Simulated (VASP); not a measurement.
These are PBE GGA, VASP's PBE PAW potentials (set 64) (plane waves; VASP) values and carry that method's errors.

Input for VASP

**INCAR**
```
! general
SYSTEM  = ZrB2
PREC    = Accurate
ENCUT   = 520
LREAL   = .False.
LASPH   = .True.

! electronic loop
EDIFF   = 1E-6
NELM    = 100
ALGO    = Normal
LMAXMIX = 4

! smearing
ISMEAR  = 0
SIGMA   = 0.3

! functional
GGA     = PE

! ions
ISIF    = 2

! output
LWAVE   = .False.
LCHARG  = .False.
```

File POSCAR:
```
ZrB2
1
    1.5817500000    -2.7672120000     0.0000000000
    1.5817500000     2.7672120000     0.0000000000
    0.0000000000     0.0000000000     3.5391650000
Zr B
1 2
Direct
  0.0000000000   0.0000000000   0.0000000000
  0.3333330000   0.6666670000   0.5000000000
  0.6956190000   0.3622850000   0.5000000000
```

KPOINTS:
```
Automatic mesh
0
G
  10 10 8
```

POTCAR, in this order: Zr_sv B (PBE.64 set). Program: vasp_std.

The run wrote:

OSZICAR:
```
       N       E                     dE             d eps       ncg     rms          rms(c)
DAV:   1     0.110289878291E+03    0.11029E+03   -0.98837E+03  6760   0.138E+03
DAV:   2    -0.220171849696E+02   -0.13231E+03   -0.12776E+03  7927   0.335E+02
DAV:   3    -0.274906119127E+02   -0.54734E+01   -0.53998E+01 10957   0.598E+01
DAV:   4    -0.276080980113E+02   -0.11749E+00   -0.11741E+00  8574   0.814E+00
DAV:   5    -0.276117943703E+02   -0.36964E-02   -0.36962E-02 10556   0.103E+00    0.213E+01
DAV:   6    -0.249461692618E+02    0.26656E+01   -0.79640E+00  8271   0.199E+01    0.862E+00
DAV:   7    -0.249182369931E+02    0.27932E-01   -0.89196E-01 10398   0.615E+00    0.310E+00
DAV:   8    -0.249191305816E+02   -0.89359E-03   -0.94392E-02  8126   0.285E+00    0.789E-01
DAV:   9    -0.249164870387E+02    0.26435E-02   -0.16197E-02  8563   0.105E+00    0.141E-01
DAV:  10    -0.249164482450E+02    0.38794E-04   -0.88569E-04  8806   0.279E-01    0.428E-02
DAV:  11    -0.249164618668E+02   -0.13622E-04   -0.32031E-05  9049   0.676E-02    0.140E-02
DAV:  12    -0.249164617354E+02    0.13142E-06   -0.20484E-06  6499   0.155E-02
   1 F= -.24916462E+02 E0= -.24909090E+02  d E =-.147426E-01
```

File OUTCAR:
```
------------------------ aborting loop because EDIFF is reached ----------------------------------------
  FORCE on cell =-STRESS in cart. coord.  units (eV):
  Direction    XX          YY          ZZ          XY          YZ          ZX
  --------------------------------------------------------------------------------------
  Total        0.5209184     -0.6288947      0.0567908      0.1592319      0.0000000      0.0000000
  in kB       26.9382383    -32.5220152      2.9368236      8.2343550      0.0000000      0.0000000
  external PRESSURE =      -0.8823178 kB  Pullay stress =       0.0000000 kB
  volume of cell :       30.98
      direct lattice vectors                 reciprocal lattice vectors
     1.581750000 -2.767212000  0.000000000     0.316105579 -0.180687277  0.000000000
     1.581750000  2.767212000  0.000000000     0.316105579  0.180687277  0.000000000
     0.000000000  0.000000000  3.539165000     0.000000000  0.000000000  0.282552523
 POSITION                                       TOTAL-FORCE (eV/Angst)
 -----------------------------------------------------------------------------------
      0.00000      0.00000      0.00000         0.597474      0.033322      0.000000
      1.58175      0.92241      1.76958         0.787210     -0.103848      0.000000
      1.67334     -0.92241      1.76958        -1.384684      0.070526      0.000000
 -----------------------------------------------------------------------------------
    total drift:                                0.000091      0.000007      0.000000
  FREE ENERGIE OF THE ION-ELECTRON SYSTEM (eV)
  ---------------------------------------------------
  free  energy   TOTEN  =       -24.9164617354 eV

  energy  without entropy=      -24.9017191047  energy(sigma->0) =      -24.90909042
```
(Selected blocks of OUTCAR.)

The compound is ZrB2 in the AlB2 type structure. The cell was not relaxed at this level, atoms are displaced from their ideal sites. The run is one of a series of settings (ISMEAR = 0, SIGMA = 0.3 against the base run), some of them coarse on purpose.
